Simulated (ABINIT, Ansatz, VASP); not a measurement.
# Code comparison for F₂ (C2/c, 4 atoms in the cell)

Self-consistent single point.

```yaml
crystal:
  lattice:
    - [2.55632, -1.58403, 0.00000]
    - [2.55632, 1.58403, 0.00000]
    - [-0.56211, 0.00000, 6.59771]
  atoms:
    - { symbol: F, position: [0.59583, 0.91533, 0.59796] }
    - { symbol: F, position: [0.40417, 0.08467, 0.40204] }
    - { symbol: F, position: [0.08467, 0.40417, 0.90204] }
    - { symbol: F, position: [0.91533, 0.59583, 0.09796] }
```

Shared settings, as Ansatz (a first-principles code) writes them: kpoints.mp_grid.grid = 10 10 4; scf.occupations.method = fixed. Potentials and cutoffs stand in the table.

```csv
code,model,pressure (GPa),largest force (eV/Å),gap on the mesh (eV),cutoff
ABINIT,"LDA (PW92), norm-conserving pseudopotentials (PseudoDojo nc-sr-04 LDA standard)",-3.33,0.509,2.347,42 Ha
VASP,"LDA (PZ), VASP's LDA PAW potentials (set 64)",-17.19,0.141,2.420,400 eV
Ansatz,"LDA (PW92), default PAW files made with PBE",-5.04,0.642,2.491,default
```

Gaps are read on the mesh.

The spread over the programs that give each value: pressure within 13.86 GPa; largest force within 0.501 eV/Å; gap on the mesh within 0.144 eV.

Ansatz's pressure is given at a fixed set of plane waves, as the other plane-wave codes print theirs; with its correction for the finite basis it is -3.53 GPa (the shift of 1.51 GPa shows how far the cutoff is from converged). The same LDA comes in different parametrisations, which differ slightly.

VASP's run is marked for a possible Pulay error in its stress at this cutoff; no cutoff test was made.

VASP ran the fixed occupations as a Gaussian smearing of 0.01 eV.

The starting cell comes from a database of computed structures (which also holds hypothetical and non-ambient phases and stackings), without a prior relaxation at this level.

Left out of this page: Quantum ESPRESSO, GPAW, CP2K, FLEUR and SIESTA (not drawn, or without a comparable value).

Keys are those of Ansatz 0.2.
